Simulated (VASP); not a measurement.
VASP input:

**KPOINTS**
```
kpoints
0
G
  10 10 10
```

POSCAR:
```
InAs
4.4551160
  0.0000000000   0.7071068043   0.7071068043
  0.7071068043   0.0000000000   0.7071068043
  0.7071068043   0.7071068043   0.0000000000
In As
1 1
Cartesian
  0.0000000000   0.0000000000   0.0000000000
  0.3535534021   0.3535534021   0.3535534021
```

### INCAR
```
AGGAC=0.0
ALGO=Normal
EDIFF=1E-7
ENCUT=520
GGA=BO
ISIF=2
ISMEAR=1
LASPH=.TRUE.
LCHARG=.FALSE.
LMAXMIX=4
LREAL=.FALSE.
LUSE_VDW=.TRUE.
LWAVE=.FALSE.
NELM=100
PARAM1=0.1833333333
PARAM2=0.22
PREC=Accurate
SIGMA=0.1
SYSTEM=InAs
```

POTCAR, in this order: In_d As (PBE.64 set). Program: vasp_std.

Task: Translate this optB88-vdW calculation to Quantum ESPRESSO's pw.x.

Result: One equivalent input (not run):
```
&CONTROL
  calculation = 'scf'
  pseudo_dir = './pseudo'
  outdir = './out'
  tprnfor = .true.
  tstress = .true.
/
&SYSTEM
  ibrav = 0
  nat = 2
  ntyp = 2
  ecutwfc = 84
  occupations = 'smearing'
  smearing = 'methfessel-paxton'
  degauss = 0.00735
  input_dft = 'vdw-df-obk8'
/
&ELECTRONS
  conv_thr = 7.3e-09
  electron_maxstep = 100
/
ATOMIC_SPECIES
  In 114.818 In.upf
  As 74.922 As.upf
CELL_PARAMETERS angstrom
     0.0000000    3.1502428    3.1502428
     3.1502428    0.0000000    3.1502428
     3.1502428    3.1502428    0.0000000
ATOMIC_POSITIONS crystal
  In   0.0000000  0.0000000  0.0000000
  As   0.2500000  0.2500000  0.2500000
K_POINTS automatic
  10 10 10 0 0 0
```
What does not carry over: the potentials are each code's own (VASP's PAW set, PseudoDojo norm-conserving files in pw.x), so ENCUT and ecutwfc are chosen apart and not converted; conv_thr bounds pw.x's estimated SCF error, while EDIFF bounds the energy change between steps.

The compound is InAs in the zinc blende structure. This cell is one point of a volume scan, at 1.06 of the reference volume.
